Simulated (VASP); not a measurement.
Data:

```
YbN
1.0
    2.81892     0.00000     0.00000
    0.00000     2.81892     0.00000
    0.00000     0.00000     2.81892
Yb N
1 1
Cartesian
  0.00000   0.00000   0.00000
  1.40946   1.40946   1.40946
```

All values below come from PBE GGA, VASP's PBE PAW potentials (set 64) (plane waves; VASP). Run with 520 eV cut-off, 8×8×8 Γ-centred mesh, Gaussian smearing of 0.050 eV, potentials Yb_2 N.

The 4f electrons are frozen in the core of the lanthanide potential, so 4f levels, which can set the real gap, and their magnetism are missing.

Problem. Predict the energy per atom (σ→0), pressure, band gap (on the k-mesh) with the smallest direct gap where there is one.

Solution. 
```yaml
band gap (on the k-mesh): none (metal, semimetal or under 0.01 eV)
energy per atom (σ→0): -5.239 eV/atom
pressure: 160.6 kbar
```

Only differences to runs with the same potentials and settings are physical.

The structure was generated: YbN was put into the CsCl type (Pm-3m), which need not be its known phase. The cell was not relaxed at this level. The electron count is odd and the run is not spin-polarised, which forces a metal.
